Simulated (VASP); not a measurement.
An input for Ansatz (written as the equivalent of a VASP run, and not itself run):

Ansatz 0.2 input:
```yaml
crystal:
  lattice:
    - [2.5050397, -0.0028361, -0.0015774]
    - [-1.2477419, 2.1711927, 0.0018134]
    - [-0.6305921, -1.0831587, 3.4628618]
  atoms:
    - { symbol: B, position: [0.9908392, 0.9912311, 0.9934064] }
    - { symbol: N, position: [0.6573108, 0.3246589, 0.9934036] }
kpoints:
  mp_grid: { grid: [11, 11, 7] }
hamiltonian:
  xc: pbesol
  pseudopotentials: { kind: paw }
scf:
  occupations: { method: gaussian, width: 0.05 }
  max_iter: 100
relax:
  max_steps: 60
  f_tol: 0.01
  cell: {}
output: { forces: true, stress: true, eigenvalues: true }
```

Q: Translate this input to VASP (INCAR, KPOINTS, POSCAR, choice of POTCAR).

A: Several could match; the one computed here: 
KPOINTS:
```
K-points
0
G
  11 11 7
```

### POSCAR
```
BN
1
    2.5050396800    -0.0028360614    -0.0015774417
   -1.2477418501     2.1711926792     0.0018134404
   -0.6305920931    -1.0831587411     3.4628618108
B N
1 1
Direct
  0.9908391760   0.9912310600   0.9934064169
  0.6573108240   0.3246589400   0.9934035831
```

**INCAR**
```
IBRION  =  2   # conjugate gradients
LREAL  =  .False.   # projection in real space or not
PREC  =  Accurate
ENCUT  =  520   # plane-wave cut-off (eV)
ISMEAR  =  0
LWAVE  =  .False.
LASPH  =  .True.
NELM  =  100   # most electronic steps
ISIF  =  3
EDIFF  =  1E-6
NSW  =  60   # most ionic steps
SYSTEM  =  BN
GGA  =  PS
SIGMA  =  0.05   # width (eV)
EDIFFG  =  -0.01   # ionic stop
ALGO  =  Normal
LCHARG  =  .False.
```

POTCAR, in this order: B N (PBE.64 set). Program: vasp_std.

The two are equivalent in intent, not identical: each code has its own PAW files, so the cut-off isn't converted (ENCUT is set for VASP's; basis.ecutwfc is left out, and Ansatz then takes the one that its files recommend); Ansatz stops its SCF on the density residual and VASP on the energy change (EDIFF).

The structure comes from a computed database's BN entry; how it stands against other phases isn't given here. This run relaxes it. The start is the result of an earlier pass.
